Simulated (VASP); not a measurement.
Data:

```yaml
crystal:
  lattice:
    - [0.00000, 1.97109, 1.97109]
    - [1.97109, 0.00000, 1.97109]
    - [1.97109, 1.97109, 0.00000]
  atoms:
    - { symbol: Pt, position: [0.00000, 0.00000, 0.00000] }
```

Method: r2SCAN meta-GGA, VASP's PBE PAW potentials (set 64) (plane waves; VASP). Numerical set-up: 480 eV cut-off, 14×14×14 Γ-centred mesh, first-order Methfessel-Paxton smearing of 0.10 eV, potentials Pt.

Each relaxation starts from this cell; other phases were not tried.

**Question.** The cell is relaxed at 1 GPa. What happens?

**Answer.** The volume per atom goes from 15.32 to 15.26 Å³ (-0.4 %), and the cell becomes a = 3.937 Å, b = 3.937 Å, c = 3.937 Å, α = 90.00°, β = 90.00°, γ = 90.00°, space group Fm-3m.

**Question.** The cell is relaxed at 10 GPa. What happens?

**Answer.** The volume per atom goes from 15.32 to 14.82 Å³ (-3.2 %), and the cell becomes a = b = c = 3.899 Å, α = β = γ = 90.00°, space group Fm-3m.

Failed runs are left out, and for metals the shear rows, which the mesh's noise covers.

The compound is Pt in the fcc structure.
